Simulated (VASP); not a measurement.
These are PBEsol GGA, VASP's PBE PAW potentials (set 64) (plane waves; VASP 6.6.1) values and carry that method's errors.

A VASP calculation is set up with these files.

KPOINTS:
```
Regular mesh
0
gamma
  6 6 9
```

INCAR:
```
! general
SYSTEM   = SnO2
PREC     = Accurate
ENCUT    = 520
LREAL    = .False.
LASPH    = .True.

! electronic loop
EDIFF    = 1E-8
NELM     = 100
ALGO     = Normal
LMAXMIX  = 4

! smearing
ISMEAR   = 0
SIGMA    = 0.01

! functional
GGA      = PS

! ions
IBRION   = 8
NSW      = 1

! output
LWAVE    = .False.
LCHARG   = .False.

! other
LEPSILON = .True.
```

**POSCAR**
```
SnO2
4.7701780
  0.9999999671   0.0000000000   0.0000000000
  0.0000000000   0.9999999671   0.0000000000
  0.0000000000   0.0000000000   0.6749843208
Sn O
2 4
Cartesian
  0.0000000000   0.0000000000   0.0000000000
  0.4999999835   0.4999999835   0.3374921604
  0.3063833443   0.3063833443   0.0000000000
  0.8063833278   0.1936166392   0.3374921604
  0.1936166392   0.8063833278   0.3374921604
  0.6936166228   0.6936166228   0.0000000000
```

POTCAR, in this order: Sn_d O (PBE.64 set). Program: vasp_std.

What VASP printed:

File OUTCAR:
```


 HEAD OF MICROSCOPIC STATIC DIELECTRIC TENSOR (INDEPENDENT PARTICLE, excluding Hartree and local field effects)
 ------------------------------------------------------
           4.691383    -0.000000     0.000000
           0.000000     4.691383     0.000000
           0.000000     0.000000     4.931734
 ------------------------------------------------------

 MACROSCOPIC STATIC DIELECTRIC TENSOR (including local field effects in DFT)
 ------------------------------------------------------
           4.585192     0.000000     0.000000
          -0.000000     4.585192     0.000000
           0.000000     0.000000     4.813427
 ------------------------------------------------------

 PIEZOELECTRIC TENSOR (including local field effects)  for field in x, y, z        (e  Angst)
          XX          YY          ZZ          XY          YZ          ZX
  --------------------------------------------------------------------------------
  x     0.00000     0.00000     0.00000     0.00000     0.00000     0.00000
  y     0.00000     0.00000     0.00000     0.00000     0.00000     0.00000
  z     0.00000     0.00000     0.00000     0.00000     0.00000     0.00000

 PIEZOELECTRIC TENSOR (including local field effects)  for field in x, y, z        (C/m^2)
          XX          YY          ZZ          XY          YZ          ZX
  --------------------------------------------------------------------------------
  x     0.00000     0.00000     0.00000     0.00000     0.00000     0.00000
  y     0.00000     0.00000     0.00000     0.00000     0.00000     0.00000
  z     0.00000     0.00000     0.00000     0.00000     0.00000     0.00000

 BORN EFFECTIVE CHARGES (including local field effects) (in |e|, cummulative output)
 ---------------------------------------------------------------------------------
 ion    1
    1     4.09481     0.47048     0.00000
    2     0.47048     4.09481     0.00000
    3     0.00000     0.00000     4.49069
 ion    2
    1     4.09481    -0.47048     0.00000
    2    -0.47048     4.09481     0.00000
    3     0.00000     0.00000     4.49069
 ion    3
    1    -2.04741    -0.72776     0.00000
    2    -0.72776    -2.04741     0.00000
    3     0.00000     0.00000    -2.24535
 ion    4
    1    -2.04741     0.72776     0.00000
    2     0.72776    -2.04741     0.00000
    3     0.00000     0.00000    -2.24535
 ion    5
    1    -2.04741     0.72776     0.00000
    2     0.72776    -2.04741     0.00000
    3     0.00000     0.00000    -2.24535
 ion    6
    1    -2.04741    -0.72776     0.00000
    2    -0.72776    -2.04741     0.00000
    3     0.00000     0.00000    -2.24535
```
(Selected blocks of OUTCAR.)

The dielectric response may not be converged in the k-mesh; for small gaps it tends to come out too large.

The compound is SnO2 in the rutile structure. It was relaxed first.
